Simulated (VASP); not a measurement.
Method: HSE06 screened hybrid, VASP's PBE PAW potentials (set 64) (plane waves; VASP).

VASP ran on this input.

**INCAR**
```
SYSTEM  =  Mg32FO31
PREC  =  Normal; ENCUT  =  400; LREAL  =  Auto
LASPH  =  .True.; ISYM  =  0; NELECT  =  258.0
EDIFF  =  1E-5; NELM  =  50; NELMIN  =  4
ALGO  =  Normal
ISMEAR  =  0; SIGMA  =  0.05
GGA  =  PE; LHFCALC  =  .True.; AEXX  =  0.25
HFSCREEN  =  0.2; PRECFOCK  =  Fast
ISIF  =  0
LWAVE  =  .False.; LCHARG  =  .False.
```

### KPOINTS
```
K-points
0
gamma
1 1 1
0 0 0
```

**POSCAR**
```
Mg32FO31
8.4869590
  1.0000000019   0.0000000000   0.0000000000
  0.0000000000   1.0000000019   0.0000000000
  0.0000000000   0.0000000000   1.0000000019
Mg O F
32 31 1
Cart
  0.5000397380   0.0003392257   0.9980853692
  0.7499462240   0.2501913058   0.0001227177
  0.7518479922   0.0003788246   0.2500760527
  0.0000223203   0.0003233615   0.9995108212
  0.2498201878   0.2503577768   0.0000961989
  0.4999719501   0.5003535452   0.9889834701
  0.7501286354   0.7503273770   0.0000796579
  0.2481928370   0.0004528075   0.2500714936
  0.4999189964   0.2391573176   0.2501327456
  0.7610516072   0.5004151261   0.2502424601
  0.5000027373   0.0003270854   0.5020347316
  0.7500476374   0.2501854168   0.5002497837
  0.7507133648   0.0001915800   0.7500762856
  0.9998542961   0.5002957480   0.9982281386
  0.2499331277   0.7504434704   0.0000997471
  0.9998971364   0.2486873444   0.2501107849
  0.2387136791   0.5004243175   0.2501765409
  0.4999884921   0.7616118685   0.2501605360
  0.0000427284   0.0002999669   0.5005412390
  0.2498592403   0.2503802784   0.5000887983
  0.4999406811   0.5003282397   0.5114027275
  0.7500241341   0.7503272654   0.5001020574
  0.2493602197   0.0003155921   0.7500399776
  0.4998241714   0.2485517726   0.7500555239
  0.7517553375   0.5001225945   0.7501429820
  0.9999904050   0.7520916909   0.2500918366
  0.9998682596   0.5002995006   0.5019966680
  0.2498971655   0.7503206642   0.5001215932
  0.9999340428   0.2495970783   0.7501752485
  0.2481282622   0.5002692593   0.7501296661
  0.5000067694   0.7520206621   0.7501022574
  0.0000035242   0.7507993451   0.7500693559
  0.7478773323   0.2523894677   0.2501414274
  0.9999016657   0.5003966759   0.2502330640
  0.9998427180   0.2508404544   0.4996838525
  0.2521138674   0.2524646639   0.2500635192
  0.7479399296   0.7482086209   0.2500836296
  0.0000154113   0.0004525190   0.2500338361
  0.4999644474   0.2523858660   0.4978720144
  0.7478868569   0.5003365857   0.4980429534
  0.9999724476   0.7497817699   0.4996428481
  0.7493283607   0.2506498810   0.7501450565
  0.9999175821   0.5001585095   0.7500824780
  0.9999552646   0.2507695167   0.0005896856
  0.2519779729   0.7482810975   0.2500975422
  0.5000072057   0.0003705095   0.2500813737
  0.2520432549   0.5002766850   0.4979550453
  0.4999829291   0.7482776072   0.4979567007
  0.7495132542   0.0002583827   0.4995836251
  0.2504299214   0.2507760590   0.7501089421
  0.4998961272   0.5001850708   0.7501174637
  0.7495172773   0.7496829820   0.7502039442
  0.0000165364   0.0002393479   0.7500211823
  0.4999099186   0.2525322124   0.0024355747
  0.7478632449   0.5002143334   0.0022183917
  0.0000065041   0.7498440027   0.0005544138
  0.2504982930   0.0004291583   0.4995355318
  0.2504818093   0.7497669988   0.7500702745
  0.5000443416   0.0003735779   0.7500809893
  0.2520090347   0.5003992300   0.0022075475
  0.5000336871   0.7481691062   0.0021962695
  0.7494816932   0.0003847494   0.0005747231
  0.2505539979   0.0003842802   0.0005973856
  0.5002632765   0.5011537144   0.2504113003
```

POTCAR, in this order: Mg O F (PBE.64 set). Program: vasp_gam. Read from the step before: WAVECAR.

### Question
What will the output report for the number of irreducible k-points (NKPTS), largest plane-wave count, FFT grid (NGX, NGY, NGZ)?

### Answer

| Property | Value |
|---|---|
| number of irreducible k-points (NKPTS) | 1 |
| largest plane-wave count | 5534 |
| FFT grid (NGX, NGY, NGZ) | 42 × 42 × 42 |

The cell is a supercell with a defect, built from MgO (rock salt): F_O, charge -1. The cell's shape comes from a PBE relaxation. The run is not spin-polarised, so no state with unpaired spins was tried.
